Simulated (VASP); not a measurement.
Data:

```
CELL_PARAMETERS angstrom
      1.53579    -2.66007     0.00000
      1.53579     2.66007     0.00000
      0.00000     0.00000     3.47116
ATOMIC_POSITIONS crystal
  Mg 0.00000 0.00000 0.00000
  B  0.33333 0.66667 0.50000
  B  0.66667 0.33333 0.50000
```

Level of theory: AM05 GGA, VASP's PBE PAW potentials (set 64) (plane waves; VASP 6.6.1). Settings: 520 eV cut-off, Gaussian smearing of 0.050 eV, potentials Mg B.

### Question
Give the energies of bands 1 to 6 at the high-symmetry points, in eV from the Fermi level.

### Answer

```json
[
 {"band": "1", "Γ": "-12.47", "M": "-8.53", "K": "-7.25", "A": "-11.11", "L": "-7.47", "H": "-6.29"},
 {"band": "2", "Γ": "-2.82", "M": "-7.88", "K": "-7.25", "A": "-7.49", "L": "-6.92", "H": "-6.29"},
 {"band": "3", "Γ": "0.41", "M": "-2.17", "K": "-5.94", "A": "0.83", "L": "-3.61", "H": "-5.24"},
 {"band": "4", "Γ": "0.41", "M": "0.33", "K": "1.93", "A": "0.83", "L": "-1.85", "H": "-2.05"},
 {"band": "5", "Γ": "1.89", "M": "3.24", "K": "1.93", "A": "6.65", "L": "-1.30", "H": "-2.05"},
 {"band": "6", "Γ": "6.32", "M": "3.85", "K": "6.37", "A": "6.65", "L": "5.83", "H": "3.71"}
]
```

It has no gap at this level: it comes out as a metal or semimetal.

The compound is MgB2 in the AlB2 type structure. It was relaxed first.
